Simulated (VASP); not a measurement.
Computed with r2SCAN meta-GGA, VASP's PBE PAW potentials (set 64) (plane waves; VASP).

A VASP calculation is set up with these files.

**INCAR**
```
NELM=100   ! most electronic steps
ISMEAR=0   ! Gaussian
LOPTICS=T
SYSTEM=MgZn2O3
LCHARG=F
NBANDS=78
LREAL=F
ALGO=Normal   ! blocked Davidson
LMAXMIX=4   ! l cut-off of mixed one-centre charges
LWAVE=F
PREC=Accurate
LASPH=T
EDIFF=1E-7
SIGMA=0.01
CSHIFT=0.1
LPEAD=T
METAGGA=R2SCAN
LMIXTAU=T
ENCUT=520   ! plane-wave cut-off (eV)
NEDOS=1001   ! DOS grid
```

**KPOINTS**
```
Automatic mesh
0
Gamma
11 11 4
0 0 0
```

File POSCAR:
```
MgZn2O3
14.6916250
  0.2048078150   0.0000000000   0.0000000000
 -0.1024039075   0.1773687611   0.0000000000
  0.0000000000   0.0000000000   0.4999999856
Mg Zn O
1 2 3
Cart
 -0.1024039075   0.1773687611   0.0000000000
 -0.0000001024   0.1182458998   0.3343562770
  0.1024040099   0.0591228612   0.1656437086
 -0.0000001024   0.1182458998   0.0802048237
  0.1024040099   0.0591228612   0.4197951619
 -0.1024039075   0.1773687611   0.2499999928
```

POTCAR, in this order: Mg Zn O (PBE.64 set). Program: vasp_std.

What VASP printed:

OUTCAR:
```
 ion  position               nearest neighbor table
   1  0.000  0.000  0.000-   4 2.10   5 2.10   4 2.10   5 2.10   5 2.10   4 2.10   2 2.99   3 2.99
                             2 2.99   3 2.99   2 2.99   3 2.99
   2  0.333  0.667  0.669-   6 2.13   6 2.13   6 2.13   5 2.14   5 2.14   5 2.14   1 2.99   1 2.99
                             1 2.99   3 3.03   3 3.03   3 3.03
   3  0.667  0.333  0.331-   6 2.13   6 2.13   6 2.13   4 2.14   4 2.14   4 2.14   1 2.99   1 2.99
                             1 2.99   2 3.03   2 3.03   2 3.03
   4  0.333  0.667  0.160-   1 2.10   1 2.10   1 2.10   3 2.14   3 2.14   3 2.14
   5  0.667  0.333  0.840-   1 2.10   1 2.10   1 2.10   2 2.14   2 2.14   2 2.14
   6  0.000  0.000  0.500-   2 2.13   3 2.13   2 2.13   3 2.13   3 2.13   2 2.13
  LATTYP: Found a hexagonal cell.
 ALAT       =     3.0089596148
 C/A-ratio  =     2.4413130212
 Subroutine PRICEL returns:
 Original cell was already a primitive cell.
 Subroutine GETGRP returns: Found 12 space group operations
The static configuration has the point symmetry D_3d.
The dynamic configuration has the point symmetry D_3d.
 Subroutine INISYM returns: Found 12 space group operations
 Subroutine IBZKPT returns following result:
 Found     58 irreducible k-points:

 Following reciprocal coordinates:
            Coordinates               Weight
  0.000000  0.000000  0.000000      1.000000
  0.090909  0.000000  0.000000      6.000000
  0.181818  0.000000  0.000000      6.000000
  0.272727 -0.000000  0.000000      6.000000
  0.363636  0.000000  0.000000      6.000000
  0.454545  0.000000  0.000000      6.000000
  0.090909  0.090909  0.000000      6.000000
  0.181818  0.090909  0.000000     12.000000
  0.272727  0.090909  0.000000     12.000000
  0.363636  0.090909  0.000000     12.000000
  0.454545  0.090909  0.000000      6.000000
  0.181818  0.181818  0.000000      6.000000
  0.272727  0.181818  0.000000     12.000000
  0.363636  0.181818  0.000000     12.000000
  0.272727  0.272727  0.000000      6.000000
  0.363636  0.272727  0.000000      6.000000
...
```

**OSZICAR**
```
       N       E                     dE             d eps       ncg     rms          rms(c)
DAV:   1     0.354901939742E+03    0.35490E+03   -0.16427E+04 11272   0.799E+02
DAV:   2    -0.158473831060E+02   -0.37075E+03   -0.30950E+03  9200   0.231E+02
DAV:   3    -0.644584397584E+02   -0.48611E+02   -0.46952E+02 10426   0.762E+01
DAV:   4    -0.655910768575E+02   -0.11326E+01   -0.11303E+01 10544   0.117E+01
DAV:   5    -0.655937529669E+02   -0.26761E-02   -0.26756E-02 10824   0.546E-01    0.150E+01
DAV:   6    -0.557034417833E+02    0.98903E+01   -0.83348E-01 10738   0.269E+01    0.103E+01
DAV:   7    -0.517629239929E+02    0.39405E+01   -0.10873E+00 10090   0.341E+00    0.574E+00
DAV:   8    -0.548307192720E+02   -0.30678E+01   -0.42340E-01 10680   0.542E+00    0.183E+00
DAV:   9    -0.517476148448E+02    0.30831E+01   -0.28780E-01 10394   0.357E+00    0.900E-01
DAV:  10    -0.520617260479E+02   -0.31411E+00   -0.93453E-02  9324   0.135E+00    0.371E-01
DAV:  11    -0.520570242755E+02    0.47018E-02   -0.57021E-03 10952   0.489E-01    0.221E-01
DAV:  12    -0.520661430438E+02   -0.91188E-02   -0.29365E-03  9948   0.464E-01    0.108E-01
DAV:  13    -0.520574686270E+02    0.86744E-02   -0.26750E-03 10666   0.399E-01    0.575E-02
DAV:  14    -0.520658229963E+02   -0.83544E-02   -0.62430E-04  9594   0.113E-01    0.117E-02
DAV:  15    -0.520667392367E+02   -0.91624E-03   -0.19684E-04 10496   0.757E-02    0.933E-03
DAV:  16    -0.520667915073E+02   -0.52271E-04   -0.48908E-05 10720   0.259E-02    0.748E-03
DAV:  17    -0.520668006436E+02   -0.91364E-05   -0.16311E-06 10066   0.722E-03    0.327E-03
DAV:  18    -0.520667851132E+02    0.15530E-04   -0.14155E-06 10398   0.888E-03    0.185E-03
DAV:  19    -0.520667602185E+02    0.24895E-04   -0.38630E-07  9892   0.257E-03    0.636E-04
DAV:  20    -0.520667759085E+02   -0.15690E-04   -0.38915E-08  9462   0.115E-03    0.479E-04
DAV:  21    -0.520667702195E+02    0.56890E-05   -0.18718E-08  8826   0.147E-03    0.164E-04
DAV:  22    -0.520667733380E+02   -0.31185E-05   -0.16310E-08  5430   0.555E-04    0.120E-04
DAV:  23    -0.520667723597E+02    0.97827E-06   -0.47746E-09  5400   0.431E-04    0.138E-04
DAV:  24    -0.520667726565E+02   -0.29677E-06   -0.19466E-10  5370   0.115E-04    0.550E-05
DAV:  25    -0.520667722210E+02    0.43548E-06   -0.28825E-10  5280   0.658E-05    0.357E-05
DAV:  26    -0.520667724316E+02   -0.21056E-06   -0.22995E-11  5208   0.202E-05    0.250E-05
DAV:  27    -0.520667724026E+02    0.28957E-07   -0.62531E-12  5136   0.379E-05
   1 F= -.52066772E+02 E0= -.52066772E+02  d E =-.210502E-28
 imaginary and real dielectric function
```

OUTCAR:
```
------------------------ aborting loop because EDIFF is reached ----------------------------------------
  FORCE on cell =-STRESS in cart. coord.  units (eV):
  Direction    XX          YY          ZZ          XY          YZ          ZX
  --------------------------------------------------------------------------------------
  Total        0.0022738      0.0022738      0.0085646      0.0000000      0.0000000     -0.0000000
  in kB        0.0632500      0.0632500      0.2382402      0.0000000      0.0000000     -0.0000000
  external PRESSURE =       0.1215801 kB  Pullay stress =       0.0000000 kB
  volume of cell :       57.60
      direct lattice vectors                 reciprocal lattice vectors
     3.008959615  0.000000000  0.000000000     0.332340785  0.191877052  0.000000000
    -1.504479807  2.605835324  0.000000000     0.000000000  0.383754104  0.000000000
     0.000000000  0.000000000  7.345812288     0.000000000  0.000000000  0.136131984
 POSITION                                       TOTAL-FORCE (eV/Angst)
 -----------------------------------------------------------------------------------
      0.00000      0.00000      0.00000        -0.000000      0.000000      0.000000
     -0.00000      1.73722      4.91224         0.000000     -0.000000      0.006404
      1.50448      0.86861      2.43358        -0.000000      0.000000     -0.006404
     -0.00000      1.73722      1.17834        -0.000000     -0.000000      0.001071
      1.50448      0.86861      6.16747         0.000000      0.000000     -0.001071
      0.00000      0.00000      3.67291        -0.000000      0.000000      0.000000
 -----------------------------------------------------------------------------------
    total drift:                                0.000000      0.000000      0.000000
  FREE ENERGIE OF THE ION-ELECTRON SYSTEM (eV)
  ---------------------------------------------------
  free  energy   TOTEN  =       -52.0667724026 eV

  energy  without entropy=      -52.0667724026  energy(sigma->0) =      -52.06677240

 plasma frequency squared (from intraband transitions) (eV^2)
  --------------------------------------------------------------------------------------
       0.000       0.000       0.000
       0.000       0.000       0.000
       0.000       0.000       0.000

 plasma frequency squared (from interband transitions, int dw w eps(2)(w)) (eV^2)
  --------------------------------------------------------------------------------------
     582.091       0.000       0.000       0.000      -0.000      -0.000
       0.000      -0.000     582.091       0.000       0.000       0.000
      -0.000       0.000       0.000      -0.000     580.539       0.000
```
(Selected blocks of OUTCAR.)

The dielectric response may not be converged in the k-mesh; for small gaps it tends to come out too large.

The structure comes from a computed database's MgZn2O3 entry (P-3m1); how it stands against other phases isn't given here. It was relaxed first.
